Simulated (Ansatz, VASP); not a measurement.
**Cross-check of SiC (Moissanite 3C) between VASP and Ansatz**

One calculation is typed for both programs; each brings its own data sets. How far apart do they land? The cell is taken from a series of runs on this material, whose earlier steps may have relaxed, scaled, displaced or heated it; both programs get it as it stands.

Method: plane waves, with VASP 6.6.1 beside it; zone-centre phonons at LDA, in Ansatz 0.2.0.

### Step 1. Starting point

It takes space group F-43m (No. 216, cubic). Conventional cell: a = 4.329 Å, b = 4.329 Å, c = 4.329 Å, α = 90.00°, β = 90.00°, γ = 90.00°. C has 4 Si at 1.87 Å nearest. Nearest to Si lie 4 C at 1.87 Å. Farther neighbours are not listed.

### Step 2. Ansatz: zone-centre phonons, LDA

Ansatz runs on its PAW soft_1 files.

Second derivatives magnify differences that forces hide, and they need a tight electronic threshold.

input.yaml reads:

```yaml
crystal:
  lattice:
    - [0.0, 2.1645341324, 2.1645341324]
    - [2.1645341324, 0.0, 2.1645341324]
    - [2.1645341324, 2.1645341324, 0.0]
  atoms:
    - { symbol: C, position: [0.75, 0.75, 0.75] }
    - { symbol: Si, position: [0.0, 0.0, 0.0] }
total_charge: -0.030424
kpoints:
  mp_grid: { grid: [36, 36, 36] }
hamiltonian:
  xc: lda
  pseudopotentials: { kind: paw, azcp: { folder: soft_1 }, xc_functional: pbe }
scf:
  occupations: { method: fermi_dirac, width: 0.03 }
output:
  eigenvalues: true
phonons:
  method: dfpt
```

Command:

```sh
> ansatz run input.yaml --threads 8 --pin off --max-ram 16384MiB --backend cpu --events-out ev --progress --plain --runs-dir out
```

Numbers of over 12 decimals in the logs are rounded to 6 here.

Log:

```text
zone centre: on kpoints.mp_grid the ground state, and the responses unless they are solved on pairs of k-points, stand on 3349 of the mesh's 46656 k-points, reduced under 8 symmetry operations, with k and −k counted as one. Each operation leaves every solved displacement unchanged or reverses it
Engine: ansatz 0.2.0, aarch64-unknown-linux-gnu
Pseudopotentials: kind: paw
Pseudopotential: C, paw, valence charge 4, recommended cutoff 420 eV (normal), soft_1/C.paw.azcp
Pseudopotential: Si, paw, valence charge 4, recommended cutoff 420 eV (normal), soft_1/Si.paw.azcp
Functional definition: SPW92
  exchange = slater_x
  correlation = pw_c
Crystal: 2 atoms, lattice volume = 20.283 Å³
Basis set: ecut = 420 eV, 411 PW (Γ), exchange–correlation on 48×48×48 points (8 copies of the dense FFT grid, shifted against one another)
Bands: 9, of which v1, the nominal top of the filled ones, is band 4 counted from 1 (3 counted from 0)
Symmetry: 24 space group operations
k-points: 3349 of 46656 (irreducible under 8 space group operations, time reversal used)
Non-local potential: C, projectors of the file, l = 0: 2, l = 1: 2, l = 2: 1
Non-local potential: Si, projectors of the file, l = 0: 2, l = 1: 2, l = 2: 1
PAW form: soft (Blöchl's): semilocal exchange-correlation on the pseudo side does not see the compensation charge
PAW frozen core: C, regenerated for the run's functional, and the local potential with it (the file was generated under x = pbe(κ = 0.804, μ = 0.219515), c = pbe(β = 0.066725))
PAW frozen core: Si, regenerated for the run's functional, and the local potential with it (the file was generated under x = pbe(κ = 0.804, μ = 0.219515), c = pbe(β = 0.066725))
PAW one-centre angular grid: C, 110 points (default); XC on 64 Gauss nodes
PAW one-centre angular grid: Si, 110 points (default); XC on 64 Gauss nodes
Initial density: superposition of atomic densities (chi_scale 0.1, normalization cell, long waves kept (reshape's long-wave potential 0.00 eV rms))
Initial wavefunctions: pseudopotential atomic-orbital guess
Functional: x = slater, c = lda
SCF iter   1: F=—  HF=-853.391584 eV  |F-HF|=—  |Δ(HF+E_count)|=         —  Δρ=1.38e-1  dr2=4.68e0  ethr=3.10e-3  ⟨swp⟩=6.1  Hψ=246092  notcnv=0
preconditioner: auto → none  [metal: Δε(μ)=0.033 eV  Ē_g=15.864 eV  σ=0.030 eV  W_gap=0.26  n_scr=0 (ndim 8)  ℏωp=23.4 eV  f_vac=0.000  D(μ)=0.10/eV (n_scr^D=0)]
SCF iter   2: F=—  HF=-851.966463 eV  |F-HF|=—  |Δ(HF+E_count)|=    1.43e0  Δρ=4.95e-2  dr2=3.21e-1  ethr=3.10e-3  ⟨swp⟩=3.1  Hψ=96354  notcnv=0  defer=3042
SCF iter   3: F=—  HF=-851.873274 eV  |F-HF|=—  |Δ(HF+E_count)|=   9.32e-2  Δρ=1.86e-2  dr2=3.62e-2  ethr=3.10e-3  ⟨swp⟩=2.4  Hψ=57238  notcnv=0  defer=3056
SCF iter   4: F=—  HF=-851.865170 eV  |F-HF|=—  |Δ(HF+E_count)|=   8.10e-3  Δρ=1.44e-3  dr2=2.12e-4  ethr=4.51e-4  ⟨swp⟩=2.0  Hψ=40697  notcnv=0  defer=3056
SCF iter   5: F=—  HF=-851.865231 eV  |F-HF|=—  |Δ(HF+E_count)|=   6.17e-5  Δρ=1.56e-4  dr2=1.59e-6  ethr=2.64e-6  ⟨swp⟩=2.4  Hψ=40435  notcnv=0  defer=3056
SCF iter   6: F=—  HF=-851.865233 eV  |F-HF|=—  |Δ(HF+E_count)|=   1.30e-6  Δρ=2.84e-5  dr2=7.18e-8  ethr=1.99e-8  ⟨swp⟩=2.1  Hψ=40021  notcnv=0  defer=3056
SCF iter   7: F=—  HF=-851.865233 eV  |F-HF|=—  |Δ(HF+E_count)|=   1.20e-7  Δρ=4.11e-6  dr2=1.24e-9  ethr=8.94e-10  ⟨swp⟩=1.1  Hψ=29838  notcnv=0  defer=3056
SCF iter   8: F=-851.865233 eV  HF=-851.865233 eV  |F-HF|=4.55e-13  |Δ(HF+E_count)|=  5.46e-12  Δρ=8.04e-8  dr2=5.87e-13  ethr=1.00e-12  ⟨swp⟩=10.1  Hψ=177903  notcnv=0
SCF 1 converged in 8 iterations: F = -851.865233 eV  dr2 = 5.87e-13
  greatest PAW one-centre occupation: 0.643 electrons in one spin orbital (limit 2), on the C atom at site 0 (counted from 0), in its partial waves of l = 0
DFPT response loops at Γ: preconditioner auto → Kerker (q_TF=auto, 2.338 Å⁻¹) (partly filled bands, converged f_vac=0.000); β = 1.00, the filter's whole step (`scf.mixing.beta` (0.50) is not read by the response loops under this deck's `scf.mixing.preconditioner`; to damp them name `kerker` or `kerker_dos`, under which they read `scf.mixing.beta`, and type it under 1.00, their step now; both keys bind the ground state too); Broyden in place of MSR1
SCF converged after 8 iterations
Free energy (F): -851.865233 eV
Harris-Foulkes:  -851.865233 eV  (|F-HF|=4.55e-13)
Internal energy: -851.864993 eV  (E = F + TS)
E sigma→0 (E₀):  -851.865113 eV
Entropy (-TS):   -0.000240 eV (-0.120 meV/atom)
Fermi energy:    11.408913 eV
--- Per-component energies (eV) ---
  E_band       = 28.834424
  E_kinetic    = 134.829855
  E_local      = -95.705021  (includes V_loc(G=0)·N_el)
  E_nonlocal   = 47.491198
  E_hartree    = 31.287376
  E_xc         = -105.547942
  E_vxc        = -109.560513  (∫ρ·V_xc dr)
  E_paw        = -577.680642  (= ΣΔE_a)
  E_vpaw       = -10.795895  (= ΣTr[D̂ρ^β])
  E_aug_tail   = 0.000048  (compensation charges beyond the density's cutoff)
  E_ewald      = -286.687028
  E_core_change = 0.147163  (= ΣΔE_core)
  E_smearing   = -0.000240  (= −TS)
  E_closure    = -0.000000  (closes the sum)
  E_deformation_potential = -0.560571  (in the stress; not in F)
  Σ components = -851.865233   (vs F -851.865233, Δ=0.00e0)
--- Band table (eV; the first three rows and the last of 3349) ---
  k-point 0: bands = ["-6.0011", "9.4815", "9.4815", "9.4815", "15.9750", "16.8155", "16.8155", "16.8155", "24.0629"]
  k-point 1: bands = ["-5.9857", "9.3946", "9.4704", "9.4704", "16.0144", "16.8230", "16.8368", "16.8368", "23.9400"]
  k-point 2: bands = ["-5.9395", "9.1449", "9.4377", "9.4377", "16.1021", "16.8667", "16.8981", "16.8981", "23.6446"]
  k-point 3348: bands = ["-0.5491", "2.4157", "4.3669", "4.6902", "14.6473", "19.0029", "19.0277", "19.1876", "23.7299"]
--- Phonons (Γ-DFPT): 2 representative perturbations + reference, on 3349 of 46656 k-points (Σ response iterations 5) ---
  k mesh reduced under 8 symmetry operations, with k and −k counted as one. Each operation leaves every solved displacement unchanged or reverses it
  ASR residual: 4.766e-5 → 0.000e0 eV/Å²; symmetrization residual: 2.214e-7 eV/Å²
  ASR residual per site (eV/Å²): 4.77e-5 5.43e-6
  Γ frequencies (cm⁻¹): 0.00 0.00 0.00 794.62 794.62 794.62
  non-analytic LO–TO correction: not included (Born effective charges unavailable; polar crystals: no LO–TO splitting at Γ)
```

### Step 3. VASP: zone-centre phonons, LDA

The same cell, functional (in two slightly different forms), mesh and smearing now go to VASP, with its own data sets.

Lines of VASP's logs that name or quote its potential files are left out, and so is its time.

INCAR reads:

```
SYSTEM = SiC
PREC = Accurate
ENCUT = 600
EDIFF = 1E-08
NELM = 120
ISMEAR = -1
SIGMA = 0.03
LREAL = .FALSE.
ALGO = Normal
GGA = PW92
NELECT = 8.030424
NBANDS = 10
LORBIT = 11
LWAVE = .FALSE.
LCHARG = .FALSE.
ISIF = 2
IBRION = 8
LASPH = .TRUE.
GGA_COMPAT = .FALSE.
KPAR = 2
```

POSCAR reads:

```
SiC
1.0
    0.0000000000      2.1645341324      2.1645341324
    2.1645341324      0.0000000000      2.1645341324
    2.1645341324      2.1645341324      0.0000000000
C Si
1 1
Direct
    0.7500000000      0.7500000000      0.7500000000
    0.0000000000      0.0000000000      0.0000000000
```

KPOINTS reads:

```
Automatic mesh
0
Gamma
36 36 36
0 0 0
```

Potentials, in the order of the species: C and Si (LDA family, release 64).

Command:

```sh
> mpirun -np 2 vasp_std
```

Log:

```text
[banner, memory and clock lines left out]
running    2 mpi-ranks, on    1 nodes
 distrk:  each k-point on    1 cores,    2 groups
 distr:  one band on    1 cores,    1 groups

 POSCAR found type information on POSCAR C Si
 POSCAR found :  2 types and       2 ions
|                                                                             |
|               ----> ADVICE to this user running VASP <----                  |
|                                                                             |
|     You enforced a specific xc type in the INCAR file but a different       |
|     [... a line on the potential file left out ...]
|     I HOPE YOU KNOW WHAT YOU ARE DOING!                                     |
|                                                                             |

 LDA part: xc-table for (Slater(with rela. corr.)+PW92), standard interpolation
 POSCAR, INCAR and KPOINTS ok, starting setup
 FFT: planning ... GRIDC
 FFT: planning ... GRID_SOFT
 FFT: planning ... GRID
 WAVECAR not read
 entering main loop
       N       E                     dE             d eps       ncg     rms          rms(c)
DAV:   1     0.445465047007E+01    0.44547E+01   -0.43895E+03 25640   0.766E+02
DAV:   2    -0.177517388862E+02   -0.22206E+02   -0.21135E+02 32212   0.119E+02
DAV:   3    -0.184519625651E+02   -0.70022E+00   -0.69869E+00 29344   0.187E+01
DAV:   4    -0.184551531695E+02   -0.31906E-02   -0.31903E-02 28494   0.158E+00
DAV:   5    -0.184551691679E+02   -0.15998E-04   -0.15999E-04 28910   0.103E-01BRMIX: very serious problems
 the old and the new charge density differ
 old charge density:     8.00000 new    8.03042
BRMIX: very serious problems
 the old and the new charge density differ
 old charge density:     8.00000 new    8.03042
    0.927E+00
DAV:   6    -0.164476079247E+02    0.20076E+01   -0.75923E+00 26010   0.133E+01    0.408E+00
DAV:   7    -0.163732643999E+02    0.74344E-01   -0.39114E-01 29556   0.393E+00    0.182E+00
DAV:   8    -0.163528381640E+02    0.20426E-01   -0.26697E-02 26510   0.106E+00    0.179E-01
DAV:   9    -0.163524817762E+02    0.35639E-03   -0.17313E-03 30834   0.246E-01    0.943E-02
DAV:  10    -0.163524949043E+02   -0.13128E-04   -0.10941E-04 26124   0.700E-02    0.319E-02
DAV:  11    -0.163524952271E+02   -0.32288E-06   -0.31105E-06 29820   0.119E-02    0.137E-02
DAV:  12    -0.163524950066E+02    0.22059E-06   -0.69842E-07 25786   0.438E-03    0.573E-04
DAV:  13    -0.163524950065E+02    0.44565E-10   -0.28722E-08 27578   0.115E-03
   1 F= -.16352495E+02 E0= -.16352375E+02  d E =-.239510E-03
 Linear response reoptimize wavefunctions to high precision
DAV:   1    -0.163524950069E+02   -0.39711E-09   -0.40385E-10 17202   0.144E-04
DAV:   2    -0.163524950069E+02   -0.40927E-11   -0.13842E-11 13040   0.337E-05
 Linear response DOF=           2
 Linear response progress:
  Degree of freedom:   1/  2
       N       E                     dE             d eps       ncg     rms          rms(c)
RMM:   1    -0.126935885093E+00   -0.12694E+00    0.54488E-02282569   0.209E+00
RMM:   2    -0.123695773636E+00    0.32401E-02   -0.25354E-03194030   0.411E-01    0.209E-01
RMM:   3    -0.123715023929E+00   -0.19250E-04   -0.79552E-04191605   0.176E-01    0.103E-01
RMM:   4    -0.124774694781E+00   -0.10597E-02   -0.61045E-04193747   0.147E-01    0.187E-02
RMM:   5    -0.124755292740E+00    0.19402E-04   -0.86017E-06203786   0.215E-02    0.182E-03
RMM:   6    -0.124763446238E+00   -0.81535E-05   -0.12963E-07210694   0.244E-03    0.880E-04
RMM:   7    -0.124759052155E+00    0.43941E-05   -0.29520E-08209700   0.498E-04    0.989E-05
RMM:   8    -0.124759772512E+00   -0.72036E-06   -0.41098E-11213550   0.109E-04    0.290E-05
RMM:   9    -0.124759701729E+00    0.70783E-07    0.26498E-09220698   0.316E-05    0.334E-06
RMM:  10    -0.124759720266E+00   -0.18537E-07    0.74171E-12214878   0.107E-05    0.186E-06
RMM:  11    -0.124759718785E+00    0.14808E-08   -0.30090E-10170022   0.812E-06    0.150E-07
 first order change of Fermi-energy   0.82174E-05
 force on displaced ion       1 direction 1 : -19.506   0.000   0.000
 Linear response progress:
  Degree of freedom:   2/  2
       N       E                     dE             d eps       ncg     rms          rms(c)
RMM:   1    -0.164945912545E-01   -0.16495E-01   -0.74440E-03302777   0.878E-01
RMM:   2    -0.144581683155E-01    0.20364E-02   -0.58226E-04195503   0.195E-01    0.132E-01
RMM:   3    -0.143725738493E-01    0.85594E-04   -0.61438E-05199439   0.482E-02    0.749E-02
RMM:   4    -0.144482910339E-01   -0.75717E-04   -0.58352E-05200781   0.471E-02    0.881E-03
RMM:   5    -0.144375449113E-01    0.10746E-04   -0.31503E-07204649   0.776E-03    0.129E-03
RMM:   6    -0.144354402831E-01    0.21046E-05   -0.47977E-08209107   0.751E-04    0.627E-04
RMM:   7    -0.144341045691E-01    0.13357E-05   -0.97607E-08210425   0.243E-04    0.808E-05
RMM:   8    -0.144341644871E-01   -0.59918E-07    0.65889E-09219760   0.437E-05    0.197E-05
RMM:   9    -0.144341885783E-01   -0.24091E-07    0.35359E-09217396   0.156E-05    0.312E-06
RMM:  10    -0.144341814456E-01    0.71328E-08    0.58697E-09209485   0.596E-06    0.104E-06
 first order change of Fermi-energy   0.40459E-05
 force on displaced ion       2 direction 1 : -19.509   0.000   0.000
 Linear response finished
```

From OUTCAR (step 3):

```text
NELECT = 8.030424

 ion  position               nearest neighbor table
   1  0.750  0.750  0.750-   2 1.87   2 1.87   2 1.87   2 1.87
   2  0.000  0.000  0.000-   1 1.87   1 1.87   1 1.87   1 1.87

  LATTYP: Found a face centered cubic cell.
 ALAT       =     4.3290682648

 Subroutine GETGRP returns: Found 24 space group operations
 (whereof 24 operations were pure point group operations)

The static configuration has the point symmetry T_d .

 Found   1240 irreducible k-points:

   k-points           NKPTS =   1240   k-points in BZ     NKDIM =   1240   number of bands    NBANDS=     10

   dimension x,y,z NGX =    24 NGY =   24 NGZ =   24
   dimension x,y,z NGXF=    48 NGYF=   48 NGZF=   48

   ENCUT  =  600.0 eV  44.10 Ry    6.64 a.u.   6.11  6.11  6.11*2*pi/ulx,y,z

 k-points in reciprocal lattice and weights: Automatic mesh
   0.00000000  0.00000000  0.00000000       0.000
   0.02777778  0.00000000  0.00000000       0.000
   0.05555556  0.00000000  0.00000000       0.000
   0.08333333  0.00000000  0.00000000       0.000
   0.11111111  0.00000000  0.00000000       0.000
   0.13888889  0.00000000  0.00000000       0.000
   0.16666667  0.00000000  0.00000000       0.000
   0.19444444  0.00000000  0.00000000       0.000
   0.22222222  0.00000000  0.00000000       0.000
[...]
-0.27777778  0.50000000  0.22222222       0.000
  -0.25000000  0.50000000  0.25000000       0.000

 average (electrostatic) potential at core
       1 -48.7621       2 -81.6793

  Total        0.3303996      0.3303996      0.3303996      0.0000000      0.0000000      0.0000000
  in kB       26.0991776     26.0991776     26.0991776      0.0000000      0.0000000      0.0000000
  external PRESSURE =      26.0991776 kB  Pullay stress =       0.0000000 kB

  energy-cutoff  :      600.00
  volume of cell :       20.28
      direct lattice vectors                 reciprocal lattice vectors
     0.000000000  2.164534132  2.164534132    -0.230996588  0.230996588  0.230996588
     2.164534132  0.000000000  2.164534132     0.230996588 -0.230996588  0.230996588
     2.164534132  2.164534132  0.000000000     0.230996588  0.230996588 -0.230996588

 POSITION                                       TOTAL-FORCE (eV/Angst)
 -----------------------------------------------------------------------------------
      3.24680      3.24680      3.24680         0.000000      0.000000     -0.000000
      0.00000      0.00000      0.00000        -0.000000     -0.000000      0.000000
 -----------------------------------------------------------------------------------
    total drift:                               -0.000000     -0.000000     -0.000000

 Eigenvectors and eigenvalues of the dynamical matrix
 ----------------------------------------------------

   1 f  =   23.804982 THz   149.571111 2PiTHz  794.048718 cm-1    98.449449 meV
             X         Y         Z           dx          dy          dz
      3.246801  3.246801  3.246801     0.000000    0.836905    0.000000
      0.000000  0.000000  0.000000     0.000000   -0.547349    0.000000

   2 f  =   23.804982 THz   149.571111 2PiTHz  794.048718 cm-1    98.449449 meV
             X         Y         Z           dx          dy          dz
      3.246801  3.246801  3.246801     0.836905    0.000000    0.000000
      0.000000  0.000000  0.000000    -0.547349    0.000000    0.000000

   3 f  =   23.804982 THz   149.571111 2PiTHz  794.048718 cm-1    98.449449 meV
             X         Y         Z           dx          dy          dz
      3.246801  3.246801  3.246801     0.000000    0.000000    0.836905
      0.000000  0.000000  0.000000     0.000000    0.000000   -0.547349

   4 f/i=    0.000895 THz     0.005626 2PiTHz    0.029866 cm-1     0.003703 meV
             X         Y         Z           dx          dy          dz
      3.246801  3.246801  3.246801    -0.547349    0.000000    0.000000
      0.000000  0.000000  0.000000    -0.836905    0.000000    0.000000

   5 f/i=    0.000895 THz     0.005626 2PiTHz    0.029866 cm-1     0.003703 meV
             X         Y         Z           dx          dy          dz
      3.246801  3.246801  3.246801     0.000000   -0.547349    0.000000
      0.000000  0.000000  0.000000     0.000000   -0.836905    0.000000

   6 f/i=    0.000895 THz     0.005626 2PiTHz    0.029866 cm-1     0.003703 meV
             X         Y         Z           dx          dy          dz
      3.246801  3.246801  3.246801     0.000000    0.000000   -0.547349
      0.000000  0.000000  0.000000     0.000000    0.000000   -0.836905

 ELASTIC MODULI CONTR FROM IONIC RELAXATION (kBar)
 Direction    XX          YY          ZZ          XY          YZ          ZX
 --------------------------------------------------------------------------------
 XX          -0.0000     -0.0000      0.0000     -0.0000      0.0000     -0.0000
 YY          -0.0000     -0.0000     -0.0000     -0.0000     -0.0000     -0.0000
 ZZ           0.0000     -0.0000     -0.0000      0.0000     -0.0000     -0.0000
 XY          -0.0000     -0.0000      0.0000   -301.2665      0.0000      0.0000
 YZ           0.0000     -0.0000     -0.0000      0.0000   -301.2665     -0.0000
 ZX          -0.0000     -0.0000     -0.0000      0.0000     -0.0000   -301.2665
 --------------------------------------------------------------------------------
```

### Step 4. Side by side

Known differences besides the potentials themselves: the cutoff is 420 eV in Ansatz and 600 eV in VASP; VASP's log shows a relativistic correction to its local exchange, Ansatz's none. Total energies have different zeros and are not compared.

Both answers:

```csv
quantity,Ansatz,VASP,difference
optical mode 1 to 3 (cm⁻¹),794.6,794.0,+0.07 %
```

Modes are paired by rising frequency, not by their patterns, so a pair may set unlike modes beside each other; they are those without the splitting of longitudinal modes. The cell carries a charge of -0.030424 e against a uniform background, so its pressure also hangs on how the neutralising background is counted, and in a defect's cell a gap may be the spacing between its levels.

### Step 5. Outcome

```
r.m.s. difference of the optical zone-centre modes, each program's sorted by frequency (zone-centre phonons, LDA) : 0.57 cm⁻¹
```

In words: The r.m.s. difference of the optical zone-centre modes, each program's sorted by frequency is 0.57 cm⁻¹ (zone-centre phonons, LDA). Such differences can come from data sets, numerical settings and the points named under the comparisons, not from the functional's error against experiment.

[Lines on the potential files, build, host, timing and source positions are cut from VASP's logs without a mark.]

[Logs are printed without paths, hosts, clocks, repeated set-up lines and the standing remarks that a program may print on its own settings, such as how far it seeks lower states.]

[Hosts, paths, dates, database ids (printed as entryN), source tags and the programs' standing remarks are cut or masked in the printed files.]
